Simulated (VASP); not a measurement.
A convergence study with VASP on Os (hcp): one setting is varied, all else stays as given below, so the limit is that of these other settings.

```
Os
1.0
    1.36500    -2.36425     0.00000
    1.36500     2.36425     0.00000
    0.00000     0.00000     4.32000
Os
2
Direct
  0.33333   0.66667   0.25000
  0.66667   0.33333   0.75000
```

Computed with PBE GGA, VASP's PBE PAW potentials (set 64) (plane waves; VASP). The tightest run used: 550 eV cut-off, 25×25×15 Γ-centred mesh, tetrahedra with Blöchl corrections, potentials Os.

The settings run are 3×3×2 mesh; 4×4×2 mesh; 5×5×3 mesh; 6×6×4 mesh; 7×7×4 mesh; 8×8×5 mesh; 9×9×5 mesh; 10×10×6 mesh; 11×11×6 mesh; 12×12×7 mesh; 13×13×8 mesh; 14×14×8 mesh; 15×15×9 mesh; 16×16×9 mesh; 17×17×10 mesh; 18×18×11 mesh; 19×19×11 mesh; 20×20×12 mesh; 21×21×12 mesh; 22×22×13 mesh; 23×23×14 mesh; 24×24×14 mesh; 25×25×15 mesh. From which on does the stress (every component) stay within 0.5 GPa of the tightest run?

From 14×14×8 mesh on: it is off by 0.37 there and by no more than 0.5 in any finer run, while 13×13×8 mesh is off by 0.54.
| setting | E (eV/atom) | pressure (GPa) | irreducible k-points | difference judged (GPa) |
|---|---|---|---|---|
| 3×3×2 mesh | -10.8011 | 18.81 | 6 | 33.51 |
| 4×4×2 mesh | -11.3588 | 6.70 | 8 | 6.95 |
| 5×5×3 mesh | -11.1934 | 10.62 | 10 | 4.37 |
| 6×6×4 mesh | -11.2069 | 10.66 | 21 | 1.40 |
| 7×7×4 mesh | -11.2160 | 10.41 | 24 | 2.22 |
| 8×8×5 mesh | -11.2555 | 9.73 | 30 | 0.31 |
| 9×9×5 mesh | -11.2445 | 9.87 | 36 | 0.49 |
| 10×10×6 mesh | -11.2330 | 10.11 | 56 | 0.61 |
| 11×11×6 mesh | -11.2379 | 10.00 | 64 | 0.11 |
| 12×12×7 mesh | -11.2393 | 10.00 | 76 | 0.09 |
| 13×13×8 mesh | -11.2392 | 10.00 | 105 | 0.54 |
| 14×14×8 mesh | -11.2387 | 10.00 | 120 | 0.37 |
| 15×15×9 mesh | -11.2404 | 9.98 | 135 | 0.05 |
| 16×16×9 mesh | -11.2394 | 9.99 | 150 | 0.10 |
| 17×17×10 mesh | -11.2392 | 10.00 | 198 | 0.20 |
| 18×18×11 mesh | -11.2394 | 9.99 | 222 | 0.10 |
| 19×19×11 mesh | -11.2395 | 10.00 | 240 | 0.10 |
| 20×20×12 mesh | -11.2397 | 9.99 | 308 | 0.10 |
| 21×21×12 mesh | -11.2394 | 10.00 | 336 | 0.02 |
| 22×22×13 mesh | -11.2399 | 9.98 | 364 | 0.03 |
| 23×23×14 mesh | -11.2395 | 9.99 | 448 | 0.08 |
| 24×24×14 mesh | -11.2392 | 10.00 | 488 | 0.03 |
| 25×25×15 mesh | -11.2397 | 9.99 | 520 | 0.00 |

Left out are rungs that failed or repeat a setting and relaxations that didn't move; long series are thinned to 24 rows.

The compound is Os in the hcp structure. The cell was not relaxed at this level.
